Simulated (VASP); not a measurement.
CoAl (CsCl type) relaxed at rising pressure, in one space group throughout; other phases were not tried. The pressures are those reached. All values below come from PBE GGA, VASP's PBE PAW potentials (set 64) (plane waves; VASP).

| P (GPa) | V (Å³/atom) | k-mesh |
|---|---|---|
| -0.27 | 11.610 | 13×13×13 |
| 5.04 | 11.288 | 13×13×13 |
| 10.04 | 11.024 | 13×13×13 |
| 19.88 | 10.581 | 13×13×13 |
| 29.85 | 10.210 | 13×13×13 |

### Question
Fit an equation of state and predict the volume at 44.94 GPa.

### Answer
Least squares on the third-order Birch-Murnaghan form, P = (3B0/2)(y⁷ − y⁵)[1 + (3/4)(B′ − 4)(y² − 1)] with y = (V0/V)^(1/3), gives V0 = 11.592 Å³/atom, B0 = 179 GPa and B′ = 4.3, and so 9.749 Å³/atom. The run gave 9.748 Å³/atom, -0.0 % from the fit.

Pressures at which the relaxation failed are left out.

The compound is CoAl in the CsCl type structure. The run is not spin-polarised, so no magnetic state was tried.
